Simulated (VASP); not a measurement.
OSZICAR of a VASP run on Na (bcc):

File OSZICAR:
```
       N       E                     dE             d eps       ncg     rms          rms(c)
DAV:   1     0.223095349092E+02    0.22310E+02   -0.39953E+03   784   0.856E+02
DAV:   2     0.132971425499E+01   -0.20980E+02   -0.20970E+02   805   0.138E+02
DAV:   3     0.921317853936E+00   -0.40840E+00   -0.40840E+00  1071   0.276E+01
DAV:   4     0.918508748106E+00   -0.28091E-02   -0.28091E-02   938   0.206E+00
DAV:   5     0.918476038481E+00   -0.32710E-04   -0.32710E-04  1043   0.193E-01    0.177E-01
DAV:   6     0.917626767917E+00   -0.84927E-03   -0.67479E-04   854   0.239E-01    0.119E-01
DAV:   7     0.916327564902E+00   -0.12992E-02   -0.36529E-03   819   0.462E-01    0.115E-02
DAV:   8     0.916278398637E+00   -0.49166E-04   -0.65337E-05   861   0.778E-02    0.599E-03
DAV:   9     0.916256824421E+00   -0.21574E-04   -0.67448E-05   819   0.434E-02    0.845E-04
DAV:  10     0.916256657712E+00   -0.16671E-06   -0.58914E-07   826   0.965E-03
   1 F= 0.91625666E+00 E0= 0.91638094E+00  d E =0.916257E+00
```

Problem. Which electronic solver shows in the log?

Solution. It is blocked Davidson (ALGO = Normal, or the opening steps of other solvers). The INCAR had ALGO = Normal.

Problem. Can the final energy be trusted as converged?

Solution. The run converged. It stopped with EDIFF = 1E-6, NELM = 100, NSW = 60 and EDIFFG = -0.01 after 1 ionic step (optB88-vdW, plane waves, VASP's PBE PAW potentials (set 64)).

The compound is Na in the bcc structure. It was relaxed first, which changed the volume by -7 %. The start is the result of an earlier pass.
